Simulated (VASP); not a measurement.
These are SCAN meta-GGA, VASP's PBE PAW potentials (set 64) (plane waves; VASP 6.6.1) values and carry that method's errors.

Input for VASP

### INCAR
```
ALGO = Normal
EDIFF = 1E-7
EDIFFG = -0.01
ENCUT = 520
IBRION = 2
ISIF = 4
ISMEAR = 0
LASPH = .True.
LCHARG = .False.
LMAXMIX = 4
LMIXTAU = .True.
LREAL = .False.
LWAVE = .False.
METAGGA = SCAN
NELM = 100
NSW = 30
PREC = Accurate
SIGMA = 0.05
SYSTEM = MgI2
```

### KPOINTS
```
Automatic mesh
0
Gamma
6 6 3
0 0 0
```

### POSCAR
```
MgI2
1
    2.0464524794    -3.5445592444     0.0000000000
    2.0464524794     3.5445592444     0.0000000000
    0.0000000000     0.0000000000     6.9361153994
Mg I
1 2
Direct
  0.0000000000   0.0000000000   0.0000000000
  0.3333330000   0.6666670000   0.2348114924
  0.6666670000   0.3333330000   0.7651885076
```

POTCAR, in this order: Mg I (PBE.64 set). Program: vasp_std.

The resulting files:

### OSZICAR
```
...
       N       E                     dE             d eps       ncg     rms          rms(c)
DAV:   1    -0.818634134576E+02   -0.51363E-02   -0.40097E-01   408   0.395E+00    0.233E-01
DAV:   2    -0.818660914500E+02   -0.26780E-02   -0.15169E-02   468   0.108E+00    0.997E-02
DAV:   3    -0.818669574959E+02   -0.86605E-03   -0.42642E-04   444   0.271E-01    0.683E-02
DAV:   4    -0.818670665690E+02   -0.10907E-03   -0.13286E-04   436   0.123E-01    0.289E-02
DAV:   5    -0.818670829381E+02   -0.16369E-04   -0.42959E-05   428   0.892E-02    0.726E-03
DAV:   6    -0.818670829895E+02   -0.51433E-07   -0.29289E-05   420   0.715E-02    0.110E-02
DAV:   7    -0.818670878806E+02   -0.48911E-05   -0.24641E-06   444   0.212E-02    0.875E-03
DAV:   8    -0.818670854216E+02    0.24590E-05   -0.79443E-07   436   0.127E-02    0.359E-03
DAV:   9    -0.818670845455E+02    0.87609E-06   -0.87916E-07   416   0.139E-02    0.103E-03
DAV:  10    -0.818670842980E+02    0.24747E-06   -0.24002E-08   252   0.159E-03    0.655E-04
DAV:  11    -0.818670842499E+02    0.48100E-07   -0.23334E-09   216   0.477E-04
   2 F= -.81867084E+02 E0= -.81867084E+02  d E =-.880717E-02
       N       E                     dE             d eps       ncg     rms          rms(c)
DAV:   1    -0.818616673100E+02    0.54170E-02   -0.17529E+00   412   0.824E+00    0.491E-01
DAV:   2    -0.818716068899E+02   -0.99396E-02   -0.66208E-02   476   0.226E+00    0.220E-01
DAV:   3    -0.818756512440E+02   -0.40444E-02   -0.19126E-03   428   0.596E-01    0.148E-01
DAV:   4    -0.818761893318E+02   -0.53809E-03   -0.56046E-04   428   0.253E-01    0.654E-02
DAV:   5    -0.818762706330E+02   -0.81301E-04   -0.16627E-04   432   0.172E-01    0.184E-02
DAV:   6    -0.818762621556E+02    0.84774E-05   -0.12598E-04   408   0.149E-01    0.219E-02
DAV:   7    -0.818762848402E+02   -0.22685E-04   -0.14328E-05   440   0.516E-02    0.163E-02
DAV:   8    -0.818762824984E+02    0.23418E-05   -0.46390E-06   428   0.307E-02    0.656E-03
DAV:   9    -0.818762795487E+02    0.29497E-05   -0.39747E-06   424   0.301E-02    0.141E-03
DAV:  10    -0.818762791734E+02    0.37527E-06   -0.44445E-08   360   0.204E-03    0.104E-03
DAV:  11    -0.818762790386E+02    0.13480E-06   -0.10310E-08   228   0.131E-03    0.970E-04
DAV:  12    -0.818762795312E+02   -0.49256E-06   -0.76792E-08   284   0.411E-03    0.209E-03
DAV:  13    -0.818762803263E+02   -0.79519E-06   -0.12391E-07   280   0.477E-03    0.450E-03
DAV:  14    -0.818762804828E+02   -0.15646E-06   -0.12120E-08   216   0.105E-03    0.469E-03
DAV:  15    -0.818762803206E+02    0.16215E-06   -0.22207E-09   216   0.524E-04    0.419E-03
DAV:  16    -0.818762802744E+02    0.46208E-07   -0.95114E-09   216   0.152E-03
   3 F= -.81876280E+02 E0= -.81876280E+02  d E =-.180032E-01
       N       E                     dE             d eps       ncg     rms          rms(c)
DAV:   1    -0.818755717017E+02    0.70862E-03   -0.12048E-01   416   0.216E+00    0.131E-01
DAV:   2    -0.818764633457E+02   -0.89164E-03   -0.45292E-03   460   0.587E-01    0.529E-02
DAV:   3    -0.818766955305E+02   -0.23218E-03   -0.12161E-04   448   0.144E-01    0.364E-02
DAV:   4    -0.818767155618E+02   -0.20031E-04   -0.36666E-05   444   0.643E-02    0.155E-02
DAV:   5    -0.818767198381E+02   -0.42763E-05   -0.12758E-05   416   0.517E-02    0.370E-03
DAV:   6    -0.818767185935E+02    0.12446E-05   -0.75261E-06   416   0.379E-02    0.518E-03
DAV:   7    -0.818767194260E+02   -0.83249E-06   -0.80653E-07   444   0.131E-02    0.422E-03
DAV:   8    -0.818767178961E+02    0.15299E-05   -0.17471E-07   336   0.635E-03    0.150E-03
DAV:   9    -0.818767172414E+02    0.65468E-06   -0.26777E-07   376   0.814E-03    0.454E-04
DAV:  10    -0.818767171175E+02    0.12391E-06   -0.21387E-08   216   0.143E-03    0.165E-04
DAV:  11    -0.818767171174E+02    0.13335E-09   -0.22615E-09   216   0.504E-04
   4 F= -.81876717E+02 E0= -.81876717E+02  d E =-.184400E-01
       N       E                     dE             d eps       ncg     rms          rms(c)
DAV:   1    -0.818822366747E+02   -0.55196E-02   -0.28248E-01   436   0.300E+00    0.333E-01
DAV:   2    -0.818798463870E+02    0.23903E-02   -0.73139E-03   460   0.789E-01    0.151E-01
DAV:   3    -0.818792583893E+02    0.58800E-03   -0.22641E-03   428   0.519E-01    0.889E-02
DAV:   4    -0.818791599255E+02    0.98464E-04   -0.10213E-03   440   0.370E-01    0.297E-02
DAV:   5    -0.818792438132E+02   -0.83888E-04   -0.83842E-04   408   0.467E-01    0.208E-02
DAV:   6    -0.818791960176E+02    0.47796E-04   -0.22274E-04   408   0.213E-01    0.119E-02
DAV:   7    -0.818792363272E+02   -0.40310E-04   -0.31778E-05   436   0.693E-02    0.605E-03
DAV:   8    -0.818792123161E+02    0.24011E-04   -0.12090E-05   416   0.443E-02    0.236E-03
DAV:   9    -0.818792163445E+02   -0.40284E-05   -0.88295E-07   456   0.126E-02    0.175E-03
DAV:  10    -0.818792157365E+02    0.60803E-06   -0.23401E-07   324   0.780E-03    0.647E-04
DAV:  11    -0.818792165447E+02   -0.80821E-06   -0.15514E-07   272   0.610E-03    0.438E-04
DAV:  12    -0.818792164203E+02    0.12433E-06   -0.12869E-08   224   0.151E-03    0.197E-04
DAV:  13    -0.818792162645E+02    0.15586E-06   -0.35617E-09   204   0.933E-04    0.445E-05
DAV:  14    -0.818792163029E+02   -0.38387E-07   -0.18116E-09   204   0.650E-04
   5 F= -.81879216E+02 E0= -.81879216E+02  d E =-.249919E-02
       N       E                     dE             d eps       ncg     rms          rms(c)
DAV:   1    -0.818848250537E+02   -0.56088E-02   -0.48966E-01   432   0.395E+00    0.436E-01
DAV:   2    -0.818807042000E+02    0.41209E-02   -0.12678E-02   456   0.104E+00    0.199E-01
DAV:   3    -0.818797855554E+02    0.91864E-03   -0.39140E-03   440   0.687E-01    0.117E-01
DAV:   4    -0.818795972666E+02    0.18829E-03   -0.17573E-03   424   0.494E-01    0.390E-02
DAV:   5    -0.818797438453E+02   -0.14658E-03   -0.14489E-03   416   0.621E-01    0.266E-02
DAV:   6    -0.818796809884E+02    0.62857E-04   -0.37842E-04   416   0.282E-01    0.157E-02
DAV:   7    -0.818797423141E+02   -0.61326E-04   -0.53972E-05   432   0.913E-02    0.762E-03
DAV:   8    -0.818797063722E+02    0.35942E-04   -0.21348E-05   412   0.600E-02    0.314E-03
DAV:   9    -0.818797122809E+02   -0.59087E-05   -0.16450E-06   464   0.174E-02    0.232E-03
DAV:  10    -0.818797105845E+02    0.16964E-05   -0.53159E-07   428   0.116E-02    0.681E-04
DAV:  11    -0.818797121040E+02   -0.15195E-05   -0.36939E-07   408   0.101E-02    0.626E-04
DAV:  12    -0.818797118014E+02    0.30259E-06   -0.52312E-08   280   0.394E-03    0.178E-04
DAV:  13    -0.818797117008E+02    0.10067E-06   -0.10672E-08   204   0.150E-03    0.192E-05
DAV:  14    -0.818797116700E+02    0.30799E-07   -0.10756E-09   204   0.454E-04
   6 F= -.81879712E+02 E0= -.81879712E+02  d E =-.299455E-02
       N       E                     dE             d eps       ncg     rms          rms(c)
DAV:   1    -0.818803861327E+02   -0.67443E-03   -0.49638E-02   428   0.126E+00    0.141E-01
DAV:   2    -0.818800336667E+02    0.35247E-03   -0.12798E-03   460   0.329E-01    0.638E-02
DAV:   3    -0.818799115061E+02    0.12216E-03   -0.36522E-04   436   0.210E-01    0.372E-02
DAV:   4    -0.818798982315E+02    0.13275E-04   -0.17238E-04   440   0.143E-01    0.113E-02
DAV:   5    -0.818798827362E+02    0.15495E-04   -0.13338E-04   416   0.186E-01    0.829E-03
DAV:   6    -0.818798920761E+02   -0.93399E-05   -0.39530E-05   408   0.888E-02    0.491E-03
DAV:   7    -0.818798873722E+02    0.47040E-05   -0.60007E-06   420   0.295E-02    0.238E-03
DAV:   8    -0.818798935999E+02   -0.62277E-05   -0.22149E-06   420   0.181E-02    0.876E-04
DAV:   9    -0.818798918894E+02    0.17105E-05   -0.16044E-07   324   0.555E-03    0.526E-04
DAV:  10    -0.818798922672E+02   -0.37775E-06   -0.38547E-08   296   0.263E-03    0.200E-04
DAV:  11    -0.818798917171E+02    0.55005E-06   -0.21687E-08   216   0.213E-03    0.150E-04
DAV:  12    -0.818798917038E+02    0.13318E-07   -0.17349E-09   204   0.567E-04
   7 F= -.81879892E+02 E0= -.81879892E+02  d E =-.317459E-02
```

OUTCAR:
```
------------------------ aborting loop because EDIFF is reached ----------------------------------------
  FORCE on cell =-STRESS in cart. coord.  units (eV):
  Direction    XX          YY          ZZ          XY          YZ          ZX
  --------------------------------------------------------------------------------------
  Total        0.5808337      0.5808335      0.5811319      0.0000000      0.0000000     -0.0000000
  in kB        9.2480926      9.2480898      9.2528401      0.0000000      0.0000000     -0.0000000
  external PRESSURE =       9.2496742 kB  Pullay stress =       0.0000000 kB
  volume of cell :      100.63
      direct lattice vectors                 reciprocal lattice vectors
     2.065729423 -3.577947771 -0.000000000     0.242045253 -0.139744913 -0.000000000
     2.065729423  3.577947771 -0.000000000     0.242045253  0.139744913  0.000000000
    -0.000000000 -0.000000000  6.807266949     0.000000000 -0.000000000  0.146901834
 POSITION                                       TOTAL-FORCE (eV/Angst)
 -----------------------------------------------------------------------------------
      0.00000      0.00000      0.00000         0.000000     -0.000000      0.000000
      2.06573      1.19265      1.66201         0.000000      0.000000     -0.000915
      2.06573     -1.19265      5.14526        -0.000000     -0.000000      0.000915
 -----------------------------------------------------------------------------------
    total drift:                                0.000000      0.000000      0.000000
  FREE ENERGIE OF THE ION-ELECTRON SYSTEM (eV)
  ---------------------------------------------------
  free  energy   TOTEN  =       -81.8798917038 eV

  energy  without entropy=      -81.8798917038  energy(sigma->0) =      -81.87989170

 reached required accuracy - stopping structural energy minimisation
```
(Selected blocks of OUTCAR.)

File CONTCAR:
```
MgI2
   1.00000000000000
     2.0657294233981069   -3.5779477709594558   -0.0000000000000000
     2.0657294233981069    3.5779477709594558   -0.0000000000000000
    -0.0000000000000000   -0.0000000000000001    6.8072669491468254
  Mg              I
     1     2
Direct
     0.0000000000000000    0.0000000000000000    0.0000000000000000
     0.3333330000000032    0.6666669999999968    0.2441520895899157
     0.6666669999999968    0.3333330000000032    0.7558479104100844
```

The compound is MgI2 in the 1T layered structure. This cell is one point of a volume scan, at 0.94 of the reference volume. Symmetry was kept, so distortions that lower it aren't found.
